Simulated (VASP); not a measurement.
Wanted: the native input for a VASP 6.6.1 run.

```yaml
Task: single point
Functional: PBE
Potentials_or_basis: VASP PAW PBE potentials, release 64 (Ag)
Cutoff: 520 eV
k_mesh: 15 × 15 × 22
Occupations: methfessel-paxton, width 0.1 eV
Spin: no spin polarisation
Further_INCAR_settings: ALGO = Fast; EDIFF = 1e-07
```

The structure of Ag lies in POSCAR:

```
Ag
1.0
    2.9314808700      0.0000000000      0.0000000000
   -1.4657404300      2.5387369000      0.0000000000
    1.4657404300      0.8462456300      2.3935441000
Ag
1
Direct
    0.0000000000      0.0000000000      0.0000000000
```

These files were run (other wordings do the same):

INCAR

```
SYSTEM = Ag
  PREC = Accurate
  ENCUT = 520
  EDIFF = 1E-7
  ISMEAR = 1
  SIGMA = 0.1
  LREAL = .False.
  LASPH = .True.
  NELM = 80
  ALGO = Fast
  ISIF = 2
  LWAVE = .False.
  LCHARG = .False.
  GGA = PE
  ICORELEVEL = 1
```

KPOINTS

```
Automatic mesh
0
Gamma
  15 15 22
  0 0 0
```

Potentials or basis: VASP PAW PBE potentials, release 64 (Ag).

Command:

```console
$ cat potpaw_PBE.64/Ag/POTCAR > POTCAR
$ mpirun -np 1 vasp_std > vasp.out
```

Results of the run:

* Pressure: 0.0 GPa
* Band gap on the k mesh: none (metal or under the smearing width)

Run time: 2.7 min on 1 thread of Intel(R) Xeon(R) Platinum 8375C CPU @ 2.90GHz (Ice Lake), on a shared host, peak memory 0.36 GiB.
